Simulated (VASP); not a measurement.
An input for Quantum ESPRESSO's pw.x (written as the equivalent of a VASP run, and not itself run):

```
&CONTROL
  calculation = 'vc-relax'
  pseudo_dir = './pseudo'
  outdir = './out'
  tprnfor = .true.
  tstress = .true.
  nstep = 60
  forc_conv_thr = 0.00078
/
&SYSTEM
  ibrav = 0
  nat = 4
  ntyp = 1
  ecutwfc = 44
  occupations = 'smearing'
  smearing = 'gaussian'
  degauss = 0.003675
  input_dft = 'pw91'
/
&ELECTRONS
  conv_thr = 7.3e-08
  electron_maxstep = 100
/
&IONS
/
&CELL
/
ATOMIC_SPECIES
  P 30.974 P.upf
CELL_PARAMETERS angstrom
     1.6716920   -5.5258197    0.0000000
     1.6716920    5.5258197   -0.0000000
     0.0000000    0.0000000    4.4532732
ATOMIC_POSITIONS crystal
  P    0.0964435  0.9035565  0.9169487
  P    0.4035565  0.5964435  0.4169487
  P    0.5964435  0.4035565  0.5830513
  P    0.9035565  0.0964435  0.0830513
K_POINTS automatic
  6 6 5 0 0 0
```

**Question.** Write the VASP files for the same calculation (PW91).

**Answer.** One answer among several that fit: 
**KPOINTS**
```
Automatic mesh
0
Gamma
6 6 5
0 0 0
```

INCAR:
```
SYSTEM = P
PREC = Accurate; ENCUT = 520; LREAL = .False.
LASPH = .True.
EDIFF = 1E-6; NELM = 100; ALGO = Normal
ISMEAR = 0; SIGMA = 0.05
GGA = 91
IBRION = 2; NSW = 60; ISIF = 3
EDIFFG = -0.02
LWAVE = .False.; LCHARG = .False.
```

**POSCAR**
```
P
1
    1.6716919984    -5.5258196557     0.0000000000
    1.6716919984     5.5258196557    -0.0000000000
    0.0000000000     0.0000000000     4.4532732079
P
4
Direct
  0.0964434879   0.9035565121   0.9169486950
  0.4035565121   0.5964434879   0.4169486950
  0.5964434879   0.4035565121   0.5830513050
  0.9035565121   0.0964434879   0.0830513050
```

POTCAR, in this order: P (PBE.64 set). Program: vasp_std.

Limits of the translation: the potentials are each code's own (VASP's PAW set, PseudoDojo norm-conserving files in pw.x), so ENCUT and ecutwfc are chosen apart and not converted; conv_thr bounds pw.x's estimated SCF error, while EDIFF bounds the energy change between steps; forc_conv_thr acts on force components and is met together with etot_conv_thr.

The compound is P in the black structure. This run relaxes it. Symmetry was kept, so distortions that lower it aren't found. The start is the result of an earlier pass.
